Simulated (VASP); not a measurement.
OSZICAR of a VASP run on PW (a trial cell in the CrB structure, space group Cmcm):

File OSZICAR:
```
       N       E                     dE             d eps       ncg     rms          rms(c)
DAV:   1     0.319024179121E+03    0.31902E+03   -0.19426E+04  2042   0.141E+03
DAV:   2    -0.165914905291E+02   -0.33562E+03   -0.33137E+03  1991   0.421E+02
DAV:   3    -0.336304710124E+02   -0.17039E+02   -0.16652E+02  2456   0.816E+01
DAV:   4    -0.341937080186E+02   -0.56324E+00   -0.54011E+00  2239   0.126E+01
DAV:   5    -0.342120448651E+02   -0.18337E-01   -0.18290E-01  2496   0.207E+00    0.186E+01
DAV:   6    -0.318129949256E+02    0.23990E+01   -0.71534E+00  2351   0.134E+01    0.490E+00
DAV:   7    -0.315040552832E+02    0.30894E+00   -0.13125E+00  2560   0.540E+00    0.179E+00
DAV:   8    -0.314876587925E+02    0.16396E-01   -0.11322E-01  2312   0.168E+00    0.127E+00
DAV:   9    -0.314900804058E+02   -0.24216E-02   -0.18770E-02  2391   0.760E-01    0.815E-01
DAV:  10    -0.314907825036E+02   -0.70210E-03   -0.44628E-03  2167   0.393E-01    0.482E-01
DAV:  11    -0.314907102600E+02    0.72244E-04   -0.14413E-03  2224   0.216E-01    0.277E-01
DAV:  12    -0.314905837358E+02    0.12652E-03   -0.47383E-04  2180   0.121E-01    0.160E-01
DAV:  13    -0.314905087448E+02    0.74991E-04   -0.15832E-04  2153   0.696E-02    0.960E-02
DAV:  14    -0.314904717100E+02    0.37035E-04   -0.63912E-05  2104   0.430E-02    0.596E-02
DAV:  15    -0.314904542599E+02    0.17450E-04   -0.27883E-05  1861   0.279E-02    0.381E-02
DAV:  16    -0.314904462347E+02    0.80251E-05   -0.13808E-05  1799   0.218E-02    0.247E-02
DAV:  17    -0.314904425689E+02    0.36658E-05   -0.65431E-06  1826   0.142E-02    0.163E-02
DAV:  18    -0.314904408565E+02    0.17124E-05   -0.31425E-06  1671   0.952E-03    0.109E-02
DAV:  19    -0.314904400608E+02    0.79571E-06   -0.14531E-06  1246   0.685E-03
   1 F= -.31490440E+02 E0= -.31485798E+02  d E =-.928443E-02
```

Task: Which electronic solver shows in the log?

Result: It is blocked Davidson (ALGO = Normal, or the opening steps of other solvers). The INCAR had ALGO = Normal.

Task: Can the final energy be trusted as converged?

Result: The run converged. It stopped with EDIFF = 1E-6, NELM = 100 (PBE GGA, plane waves, VASP's PBE PAW potentials (set 64)).

The structure was generated: PW was put into the CrB type (Cmcm), which need not be its known phase. The cell was not relaxed at this level. The k-mesh is coarse (spacing up to 0.33 per Å, 2π included), so the numbers may not be converged in it. The run is one of a series of settings (AMIX = 0.6, BMIX = 3.0, IMIX = 1 against the base run), some of them coarse on purpose.
